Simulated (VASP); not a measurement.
These are PBE GGA with D3 dispersion (Becke-Johnson damping), VASP's PBE PAW potentials (set 64) (plane waves; VASP) values and carry that method's errors.

VASP ran on this input.

**KPOINTS**
```
Automatic mesh
0
Gamma
9 9 9
0 0 0
```

INCAR:
```
ALGO=Normal
EDIFF=1E-7
ENCUT=520
GGA=PE
ISIF=2
ISMEAR=-5
IVDW=12
LASPH=.True.
LCHARG=.True.
LMAXMIX=4
LORBIT=11
LREAL=.False.
LWAVE=.False.
NEDOS=601
NELM=100
PREC=Accurate
SYSTEM=MgSe
```

POSCAR:
```
MgSe
1
    0.0000000000     2.7103572224     2.7103572224
    2.7103572224     0.0000000000     2.7103572224
    2.7103572224     2.7103572224     0.0000000000
Mg Se
1 1
Direct
  0.0000000000   0.0000000000   0.0000000000
  0.5000000000   0.5000000000   0.5000000000
```

POTCAR, in this order: Mg Se (PBE.64 set). Program: vasp_std.

Problem. Predict the energy per atom (σ→0), dispersion energy.

Solution. 
```
Property                        Value
---------------------  --------------
energy per atom (σ→0)  -4.116 eV/atom
dispersion energy           -0.759 eV
```

**OSZICAR**
```
...
DAV:   7    -0.747364611236E+01    0.42117E-01   -0.22693E-01   704   0.241E+00    0.950E-01
DAV:   8    -0.747337068444E+01    0.27543E-03   -0.86892E-03   632   0.690E-01    0.206E-01
DAV:   9    -0.747334250931E+01    0.28175E-04   -0.11260E-04   760   0.838E-02    0.120E-01
DAV:  10    -0.747336276311E+01   -0.20254E-04   -0.14293E-04   688   0.687E-02    0.284E-02
DAV:  11    -0.747335749554E+01    0.52676E-05   -0.21851E-05   664   0.232E-02    0.102E-02
DAV:  12    -0.747335759695E+01   -0.10141E-06   -0.20804E-06   744   0.853E-03    0.185E-03
DAV:  13    -0.747335754633E+01    0.50620E-07   -0.19703E-08   440   0.119E-03
   1 F= -.82325693E+01 E0= -.82325693E+01  d E =0.000000E+00
```

The compound is MgSe in the rock salt structure. It was relaxed first.
